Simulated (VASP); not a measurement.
Consider the following.

```xyz
1
Lattice="0.0000 2.0322 2.0322 2.0322 0.0000 2.0322 2.0322 2.0322 0.0000" Properties=species:S:1:pos:R:3 pbc="T T T"
Ag     0.0000     0.0000     0.0000
```

These are r2SCAN meta-GGA, VASP's PBE PAW potentials (set 64) (plane waves; VASP) values and carry that method's errors. Settings: 520 eV cut-off, 15×15×15 Γ-centred mesh, first-order Methfessel-Paxton smearing of 0.10 eV, potentials Ag.

**Question.** Predict the energy per atom (σ→0), pressure, band gap (on the k-mesh) with the smallest direct gap where there is one.

**Answer.** 
```json
{
 "band gap (on the k-mesh)": "none (metal, semimetal or under 0.01 eV)",
 "energy per atom (σ→0)": "-21.347 eV/atom",
 "pressure": "3.35 GPa"
}
```

The compound is Ag in the fcc structure. This cell is one point of a volume scan, at 0.97 of the reference volume.
